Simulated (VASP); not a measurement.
**Bi2Te2O: equation of state with PBE**

Crystal: Bi2Te2O.

```
CELL_PARAMETERS angstrom
4.22483 0.00000 0.00000
0.00000 4.22483 0.00000
0.00000 0.00000 16.34757
ATOMIC_POSITIONS crystal
Bi 0.50000 0.00000 0.57247
Bi 0.00000 0.50000 0.42753
Bi 0.00000 0.50000 0.85361
Bi 0.50000 0.00000 0.14639
Te 0.00000 0.50000 0.67622
Te 0.50000 0.00000 0.32378
Te 0.50000 0.00000 0.90917
Te 0.00000 0.50000 0.09083
O 0.50000 0.50000 0.50000
O 0.00000 0.00000 0.50000
```

The cell comes from a database or a generator and needn't be the stable form of this composition.

* Program: VASP 6.6.1
* Task: equation of state
* Functional: PBE
* Potentials or basis: VASP PAW PBE potentials, release 64 (Bi_d, Te, O)
* Cutoff: 520 eV
* k mesh: 6 × 6 × 2
* Occupations: fermi-dirac, width 0.05 eV
* Spin: no spin polarisation
* Further INCAR settings: ALGO = Normal; EDIFF = 1e-07; NBANDS = 59

| Quantity | Value |
| --- | --- |
| Equilibrium volume | 29.20 Å³/atom |
| Bulk modulus at fixed shape and positions | 59 GPa |
| Pressure derivative of the bulk modulus | 4.5 |

Energy against volume, from the lowest point:
| volume (Å³/atom) | energy (meV/atom) |
| --- | --- |
| 27.428 | 22.48 |
| 28.012 | 9.75 |
| 28.595 | 2.44 |
| 29.179 | 0.00 |
| 29.763 | 1.91 |
| 30.346 | 7.71 |
| 30.930 | 17.00 |

All runs of the series together: 49 min on 1 thread of Intel(R) Xeon(R) Platinum 8375C CPU @ 2.90GHz (Ice Lake), on a shared host.

Caveat: the cell was scaled at fixed shape and fractional positions, which overstates the stiffness of a crystal with free parameters, most of all of layers and chains; this functional lacks dispersion, which binds the layers, so the pressure and a relaxed spacing across them are unreliable.
